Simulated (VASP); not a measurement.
Consider the following.

```
Gd
1.0
    1.60958    -2.78787     0.00000
    1.60958     2.78787     0.00000
    0.00000     0.00000     5.30785
Gd
2
Cartesian
  1.60958   0.92929   1.32696
  1.60958  -0.92929   3.98089
```

Level of theory: PBE GGA, VASP's PBE PAW potentials (set 64) (plane waves; VASP). Numerical set-up: 480 eV cut-off, 10×10×6 Γ-centred mesh, first-order Methfessel-Paxton smearing of 0.10 eV, potentials Gd_3.

The 4f electrons are frozen in the core of the lanthanide potential, so 4f levels, which can set the real gap, and their magnetism are missing.

Predict the energy per atom (σ→0), pressure, band gap (on the k-mesh) with the smallest direct gap where there is one.

| Item | Value |
|---|---|
| band gap (on the k-mesh) | none (metal, semimetal or under 0.01 eV) |
| energy per atom (σ→0) | -4.123 eV/atom |
| pressure | 20.00 GPa |

Only differences to runs with the same potentials and settings are physical.

The compound is Gd in the hcp structure. It was relaxed first under an external pressure of 20 GPa.
